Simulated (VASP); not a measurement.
Mg$_{2}$Ge (antifluorite): the formation energy from VASP (plane waves, PAW) at several levels of theory. The references are the elements' solids at the same level; no temperature or zero-point terms are added.

```csv
level,formation energy (eV/atom)
LDA,-0.354
PBE,-0.272
PBEsol,-0.282
```

The cell of the LDA run:

Mg2Ge is taken in the cubic space group Fm-3m (No. 225), the anti-fluorite structure, Pearson symbol cF12. Lattice parameters: a = 6.271 Å, b = 6.271 Å, c = 6.271 Å, α = 90.00°, β = 90.00°, γ = 90.00°. Mg on 8c is coordinated by 4 Ge at 2.715 Å (tetrahedral). Ge on 4a has 8 Mg at 2.715 Å (cubic). (Neighbours: up to the widest gap in distance over summed covalent radii, below 1.35, at either atom; cation-cation and far metal-metal contacts left out.)
(The calculation used a cell of 3 atoms; values per cell refer to that cell.)

Only levels that ran to the end are used. Left out are those held back, those with too coarse a band path, GW runs whose mesh misses a band edge, hybrids' fits of cells that aren't cubic and levels without matching references; a question may draw on a part of the rest.
